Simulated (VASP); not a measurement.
## AlN: energy against strain

AlN (wurtzite, P6_3mc, 10.632 Å³/atom and stress up to 0.25 GPa in the relaxed cell, c along z) under a strain ε along c (axis z), the other axes held. PBE in VASP (plane waves, PAW), 600 eV, 12×12×6 Γ-centred mesh, Gaussian smearing 0.05 eV; ions are relaxed, or left where forces stay under 0.02 eV/Å, within the symmetry of each cell.

Here s stands for strain and y for E less E0.

```
strain (%)  E less E0 (meV/atom)
----------  --------------------
-3.00                          ?
-1.50                       2.93
-1.00                       1.36
-0.50                       0.39
0.00                        0.00
0.50                        0.19
1.00                        0.97
1.50                        2.33
```

Question: Fit y against s with a parabola, and predict the withheld value at s = -3.00.

Answer: Least squares gives y = -0.002 - 0.1986·s + 1.1695·s². Residuals (row less fit): 0.003, -0.006, 0.000, 0.002, -0.001, 0.001, -0.001; standard error 0.004 (degrees of freedom: 4). Twice the quadratic coefficient over the volume, 2 × 1.1695 meV × 10⁴ × 0.1602 / 10.632 Å³, is the elastic constant C33 = 352.5 ± 0.5 GPa (± standard error of the fit, which holds the terms cut off). At the withheld row, y = -0.002 - 0.1986 × (-3.0) + 1.1695 × (-3.0)² = 11.119 meV/atom. The calculation gives 11.10 meV/atom, 0.019 meV/atom below the prediction (0.2 % of the range of y in the table). The row lies outside the fitted rows, so this is an extrapolation. The scatter of the fitted rows lies at the last printed digit.

A polynomial of degree 3 through the 12 other runs of the series gives 11.13 there. Rows are the converged runs of the series near zero and its far end, less any whose ions stayed unrelaxed beside relaxed ones; series whose fitted rows scatter by over a few per cent of the range, as at a crossing or softening among them, aren't shown in this form. Most that stay on the fit to the last digits aren't either.
